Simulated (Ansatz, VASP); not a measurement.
## One calculation of ZrPt3, two programs

```xyz
4
Lattice="3.9259 0.0000 0.0000 0.0000 3.9259 0.0000 0.0000 0.0000 3.9259" Properties=species:S:1:pos:R:3 pbc="T T T"
Zr    0.0000    0.0000    0.0000
Pt    0.0000    1.9629    1.9629
Pt    1.9629    0.0000    1.9629
Pt    1.9629    1.9629    0.0000
```

Alike in both runs: functional LDA; k mesh 5 × 5 × 5; occupations methfessel-paxton of order 1, width 0.3 eV; no spin polarisation.

Ansatz relaxed the structure, and its values are those at the end. VASP's run is a single point on that final structure, the one shown.

|  | VASP | Ansatz |
| --- | --- | --- |
| version | VASP 6.6.1 | Ansatz 0.2.0 |
| potentials or method | VASP PAW LDA potentials, release 64 (Zr_sv, Pt) | plane waves, PAW |
| plane-wave cutoff (eV) | 520 | 639 |
| valence electrons in the cell | 42 | 66 |

```tsv
	VASP	Ansatz	Ansatz less VASP
pressure (GPa)	10.9	10.0	-0.90
```

The two sets of potentials don't hold the same shells in valence.

Spin-orbit coupling is left out, which matters for the levels of Pt.
